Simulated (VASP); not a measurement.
Given:

```xyz
5
Lattice="2.8295 1.6336 2.3202 -2.8295 1.6336 2.3202 0.0000 -3.2673 2.3202" Properties=species:S:1:pos:R:3 pbc="T T T"
Ba     0.0000     0.0000     6.9523
Ti     0.0000     0.0000     3.3866
O      0.0000     1.6096     2.4105
O     -1.3940    -0.8048     2.4105
O      1.3940    -0.8048     2.4105
```

These are PBEsol GGA, VASP's PBE PAW potentials (set 64) (plane waves; VASP 6.6.1) values and carry that method's errors. Settings: 520 eV cut-off, 6×6×6 Γ-centred mesh, tetrahedra with Blöchl corrections, potentials Ba_sv Ti_sv O.

The cores are frozen, which limits the accuracy of field gradients.

Question: Give the principal components of the electric field gradient (V/Å²) and the asymmetry η at each nucleus.

Answer: 
```csv
atom,Vxx,Vyy,Vzz,η
Ba1,-1.7,-1.7,3.3,0.00
Ti2,-5.4,-5.4,10.8,0.00
O3,-9.8,-9.4,19.2,0.03
O4,-9.8,-9.4,19.2,0.03
O5,-9.8,-9.4,19.2,0.03
```

The structure comes from a measured BaTiO3 entry (R3m) of the Crystallography Open Database, whose conditions weren't checked. It was relaxed first.
